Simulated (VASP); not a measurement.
SiMo3, 8 atoms in the cell. The structure is cubic, space group Pm-3n (No. 223). The conventional cell has a = 4.909 Å, b = 4.909 Å, c = 4.909 Å, α = 90.00°, β = 90.00°, γ = 90.00°. Around Si (site symmetry m-3) lie 12 Mo at 2.74 Å. Mo (site symmetry -4m2) has 2 Mo at 2.45 Å and 4 Si at 2.74 Å as nearest neighbours. The cell was built by a generator and needn't be a form met in nature.

| Property | Result |
| --- | --- |
| Program | VASP 6.6.1 |
| Task | band structure |
| Functional | PBE |
| Potentials or basis | VASP PAW PBE potentials, release 64 (Si, Mo_sv) |
| Cutoff | 520 eV |
| k mesh | 6 × 6 × 6 |
| Occupations | gaussian, width 0.1 eV |
| Spin | no spin polarisation |
| Further INCAR settings | ALGO = Normal; EDIFF = 1e-06; NBANDS = 56 |

Potentials or basis: VASP PAW PBE potentials, release 64 (Si, Mo_sv).

Launch:

```console
$ cat potpaw_PBE.64/Si/POTCAR potpaw_PBE.64/Mo_sv/POTCAR > POTCAR
$ mpirun -np 1 vasp_std > vasp.out
```

Hardware: 1 thread of Intel(R) Xeon(R) 6975P-C (Granite Rapids) (shared host).

Q: How long does it take, and how much memory?

A: Wall time 2.5 min on 1 thread of Intel(R) Xeon(R) 6975P-C (Granite Rapids), on a shared host, peak memory 0.32 GiB. Counts: scf iterations 43, k points 20.
